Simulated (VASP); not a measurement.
Given:

```yaml
crystal:
  lattice:
    - [0.00000, 2.10316, 2.10316]
    - [2.10316, 0.00000, 2.10316]
    - [2.10316, 2.10316, 0.00000]
  atoms:
    - { symbol: Ti, position: [0.00000, 0.00000, 0.00000] }
    - { symbol: N, position: [0.50000, 0.50000, 0.50000] }
```

Computed with PBEsol GGA, VASP's PBE PAW potentials (set 64) (plane waves; VASP). Run with PREC = Normal, EDIFF = 1E-5, 450 eV cut-off, 17×17×17 Γ-centred mesh, first-order Methfessel-Paxton smearing of 0.10 eV, potentials Ti_sv N.

At this cut-off the stress carries a Pulay error, which pulls relaxed volumes low.

Problem. Estimate the energy per atom (σ→0), pressure, band gap (on the k-mesh) with the smallest direct gap where there is one.

Solution. 
* **band gap (on the k-mesh)**: none (metal, semimetal or under 0.01 eV)
* **energy per atom (σ→0)**: -10.391 eV/atom
* **pressure**: -2.44 GPa

The absolute energy has meaning only against runs of the same code, potentials and settings.

The compound is TiN in the rock salt structure. It was relaxed first. The electron count is odd and the run is not spin-polarised, which forces a metal.
